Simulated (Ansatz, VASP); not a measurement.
## GaAs: VASP beside Ansatz

Aim: how closely do two programs agree when they are given the same cell, functional and k mesh? The cell is taken from a series of runs on this material, whose earlier steps may have relaxed, scaled, displaced or heated it; both programs get it as it stands.

Calculated with Ansatz 0.2.0; plane waves, with VASP 6.6.1 beside it; single point at HSE06.

### 1. The starting structure

The structure is cubic, space group F-43m (No. 216). Conventional cell: a = 5.621 Å, b = 5.621 Å, c = 5.621 Å, α = 90.00°, β = 90.00°, γ = 90.00°. Nearest to As lie 4 Ga at 2.43 Å. Ga has 4 As at 2.43 Å nearest. Farther neighbours are not listed.

### 2. VASP: single point, HSE06

A single point gives forces, pressure and levels at one fixed geometry, so differences don't come from the geometry; what else differs is listed under the comparison.

Lines of VASP's logs that name or quote its potential files are left out, and so is its time.

The run reads the wave functions of an earlier VASP run, which isn't shown here.

Contents of INCAR:

```
SYSTEM = GaAs
PREC = Accurate
ENCUT = 400
EDIFF = 1E-06
NELM = 100
ISMEAR = -1
SIGMA = 0.02
LREAL = .FALSE.
ALGO = Normal
LHFCALC = .TRUE.
AEXX = 0.25
GGA = PE
HFSCREEN = 0.208
LASPH = .TRUE.
NBANDS = 15
PRECFOCK = Fast
LORBIT = 11
LWAVE = .FALSE.
LCHARG = .FALSE.
KPAR = 8
ISIF = 2
```

Contents of POSCAR:

```
GaAs
1.0
    0.0000000000      2.8106569262      2.8106569262
    2.8106569262      0.0000000000      2.8106569262
    2.8106569262      2.8106569262      0.0000000000
As Ga
1 1
Direct
    0.7500000000      0.7500000000      0.7500000000
    0.0000000000      0.0000000000      0.0000000000
```

Contents of KPOINTS:

```
Automatic mesh
0
Gamma
6 6 6
0 0 0
```

Potentials, in the order of the species: As and Ga_d (PBE family, release 64).

Launch:

```
> mpirun -np 8 vasp_std
```

Numbers of over 12 decimals in the logs are rounded to 6 here.

The program printed:

```text
[banner, memory and clock lines left out]
running    8 mpi-ranks, on    1 nodes
 distrk:  each k-point on    1 cores,    8 groups
 distr:  one band on    1 cores,    1 groups

 POSCAR found type information on POSCAR AsGa
 POSCAR found :  2 types and       2 ions
|                                                                             |
|           W    W    AA    RRRRR   N    N  II  N    N   GGGG   !!!           |
|           W    W   A  A   R    R  NN   N  II  NN   N  G    G  !!!           |
|           W    W  A    A  R    R  N N  N  II  N N  N  G       !!!           |
|           W WW W  AAAAAA  RRRRR   N  N N  II  N  N N  G  GGG   !            |
|           WW  WW  A    A  R   R   N   NN  II  N   NN  G    G                |
|           W    W  A    A  R    R  N    N  II  N    N   GGGG   !!!           |
|                                                                             |
|     For optimal performance we recommend to set                             |
|       NCORE = 2 up to number-of-cores-per-socket                            |
|     NCORE specifies how many cores store one orbital (NPAR=cpu/NCORE).      |
|     This setting can greatly improve the performance of VASP for DFT.       |
|     The default, NCORE=1 might be grossly inefficient on modern             |
|     multi-core architectures or massively parallel machines. Do your        |
|     Unfortunately you need to use the default for GW and RPA                |
|     calculations (for HF NCORE is supported but not extensively tested      |
|     yet).                                                                   |
|                                                                             |

 LDA part: xc-table for (Slater+PW92), standard interpolation
 found WAVECAR, reading the header
 POSCAR, INCAR and KPOINTS ok, starting setup
 FFT: planning ... GRIDC
 FFT: planning ... GRID_SOFT
 FFT: planning ... GRID
 reading WAVECAR
 the WAVECAR file was read successfully
 initial charge from wavefunction
 entering main loop
       N       E                     dE             d eps       ncg     rms          rms(c)
DAV:   1    -0.984122381605E+01   -0.98412E+01   -0.69827E-01   734   0.164E+01    0.218E+00
DAV:   2    -0.983806953258E+01    0.31543E-02   -0.50068E-02   687   0.359E+00    0.150E+00
DAV:   3    -0.983602790290E+01    0.20416E-02   -0.53572E-03   641   0.126E+00    0.888E-01
DAV:   4    -0.983552699285E+01    0.50091E-03   -0.76580E-04   636   0.304E-01    0.500E-01
DAV:   5    -0.983538271574E+01    0.14428E-03   -0.12808E-04   557   0.928E-02    0.288E-01
DAV:   6    -0.983534276713E+01    0.39949E-04   -0.26706E-05   635   0.439E-02    0.163E-01
DAV:   7    -0.983532814089E+01    0.14626E-04   -0.52920E-06   578   0.210E-02    0.915E-02
DAV:   8    -0.983532375277E+01    0.43881E-05   -0.15650E-06   563   0.102E-02    0.508E-02
DAV:   9    -0.983532208501E+01    0.16678E-05   -0.56836E-07   317   0.534E-03    0.282E-02
DAV:  10    -0.983532150873E+01    0.57629E-06   -0.28030E-07   289   0.397E-03
   1 F= -.98353215E+01 E0= -.98353215E+01  d E =-.118273E-10
```

From OUTCAR (step 2):

```text
ion  position               nearest neighbor table
   1  0.750  0.750  0.750-   2 2.43   2 2.43   2 2.43   2 2.43
   2  0.000  0.000  0.000-   1 2.43   1 2.43   1 2.43   1 2.43

  LATTYP: Found a face centered cubic cell.
 ALAT       =     5.6213138524

 Subroutine GETGRP returns: Found 24 space group operations
 (whereof 24 operations were pure point group operations)

The static configuration has the point symmetry T_d .

 Found     16 irreducible k-points:

   k-points           NKPTS =     16   k-points in BZ     NKDIM =    216   number of bands    NBANDS=     15

   dimension x,y,z NGX =    28 NGY =   28 NGZ =   28
   dimension x,y,z NGXF=    56 NGYF=   56 NGZF=   56

   ENCUT  =  400.0 eV  29.40 Ry    5.42 a.u.   6.48  6.48  6.48*2*pi/ulx,y,z

   NELECT =      18.0000    total number of electrons

 k-points in reciprocal lattice and weights: Automatic mesh
   0.00000000  0.00000000  0.00000000       0.005
   0.16666667  0.00000000  0.00000000       0.037
   0.33333333  0.00000000  0.00000000       0.037
   0.50000000  0.00000000  0.00000000       0.019
   0.16666667  0.16666667  0.00000000       0.028
   0.33333333  0.16666667  0.00000000       0.111
   0.50000000  0.16666667  0.00000000       0.111
  -0.33333333  0.16666667  0.00000000       0.111
  -0.16666667  0.16666667  0.00000000       0.056
[...]
-0.33333333  0.33333333  0.16666667       0.111
  -0.33333333  0.50000000  0.16666667       0.056

  exchange ACFDT corr.  =         0.00000000  see jH, gK, PRB 81, 115126

 average (electrostatic) potential at core
       1 -46.4531       2 -59.2721

 E-fermi :   4.0834

 k-point     1 :       0.0000    0.0000    0.0000
  band No.  band energies     occupation
    ...
      5     -13.6378      2.00000
      6     -10.4258      2.00000
      7       3.6685      2.00000
      8       3.6685      2.00000
      9       3.6685      2.00000
     10       5.2334      0.00000
     11       8.2176      0.00000
     12       8.2176      0.00000
     13       8.2176      0.00000
     14      12.3068      0.00000
    ...

 k-point     2 :       0.1667    0.0000    0.0000
  band No.  band energies     occupation
    ...
      5     -13.6375      2.00000
      6     -10.0735      2.00000
      7       0.8718      2.00000
      8       3.2578      2.00000
      9       3.2579      2.00000
     10       6.2138      0.00000
     11       8.8107      0.00000
     12       8.8108      0.00000
     13       9.2784      0.00000
     14      13.6486      0.00000
    ...

 k-point     3 :       0.3333    0.0000    0.0000
  band No.  band energies     occupation
    ...
      5     -13.6364      2.00000
      6      -9.1502      2.00000
      7      -2.1861      2.00000
      8       2.6534      2.00000
      9       2.6534      2.00000
     10       5.7298      0.00000
     11       9.2290      0.00000
     12       9.2290      0.00000
     13      12.0230      0.00000
     14      13.4618      0.00000
    ...

  Total        0.5926760      0.5926760      0.5926760     -0.0000000      0.0000000     -0.0000000
  in kB       21.3832847     21.3832847     21.3832847     -0.0000000      0.0000000     -0.0000000
  external PRESSURE =      21.3832847 kB  Pullay stress =       0.0000000 kB

  energy-cutoff  :      400.00
  volume of cell :       44.41
      direct lattice vectors                 reciprocal lattice vectors
     0.000000000  2.810656926  2.810656926    -0.177894355  0.177894355  0.177894355
     2.810656926  0.000000000  2.810656926     0.177894355 -0.177894355  0.177894355
     2.810656926  2.810656926  0.000000000     0.177894355  0.177894355 -0.177894355

 POSITION                                       TOTAL-FORCE (eV/Angst)
 -----------------------------------------------------------------------------------
      4.21599      4.21599      4.21599        -0.000000     -0.000000     -0.000000
      0.00000      0.00000      0.00000         0.000000      0.000000      0.000000
 -----------------------------------------------------------------------------------
    total drift:                                0.000020      0.000030      0.000013

  FREE ENERGIE OF THE ION-ELECTRON SYSTEM (eV)
  ---------------------------------------------------
  free  energy   TOTEN  =        -9.8353215087 eV

  energy  without entropy=       -9.8353215087  energy(sigma->0) =       -9.83532151

 total charge
# of ion       s       p       d       tot
------------------------------------------
    1        1.216   1.663   0.033   2.912
    2        0.840   0.819  10.014  11.673
--------------------------------------------------
tot          2.056   2.482  10.047  14.585

[... 3 further parts left out ...]
```

The run ends at a pressure of 2.14 GPa.

(Part 1 of 2 ends here.)

[Lines on the potential files, build, host, timing and source positions are cut from VASP's logs without a mark.]

[Logs are printed without paths, hosts, clocks, repeated set-up lines and the standing remarks that a program may print on its own settings, such as how far it seeks lower states.]

[Hosts, paths, dates, database ids (printed as entryN), source tags and the programs' standing remarks are cut or masked in the printed files.]
